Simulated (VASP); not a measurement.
A run of VASP 6.6.1 is set up as follows.

Contents of INCAR:

```
SYSTEM = Rh
PREC = Accurate
ENCUT = 520
EDIFF = 1E-6
ISMEAR = 0
SIGMA = 0.15
LREAL = .False.
LASPH = .True.
NELM = 100
ALGO = Fast
ISIF = 2
LWAVE = .False.
LCHARG = .True.
LELF = .True.
LVHAR = .True.
NBANDS = 14
```

The input KPOINTS:

```
Automatic mesh
0
Gamma
  22 22 22
  0 0 0
```

File POSCAR:

```
Rh
1.0
    0.0000000000      2.3016035839      1.4481689750
    2.3016035839      0.0000000000      1.4481689750
    2.3016035839      2.3016035839      0.0000000000
Rh
1
Direct
    0.0000000000      0.0000000000      0.0000000000
```

Potentials or basis: VASP PAW LDA potentials, release 64 (Rh_pv).

The run is started by

```console
$ cat potpaw_LDA.64/Rh_pv/POTCAR > POTCAR
$ mpirun -np 1 vasp_std > vasp.out
```

Question: What does it give for the pressure?

Answer: -26.6 GPa.

Question: Estimate the band gap on the k mesh.

Answer: None (metal or under the smearing width).

Stress tensor (GPa, compression positive):
```
-21.48   0.00   0.00
  0.00 -21.48   0.00
  0.00   0.00 -36.71
```

Caveat: so large a pressure means that the cell lies far from this level's equilibrium, or that cutoff or potentials fall short.
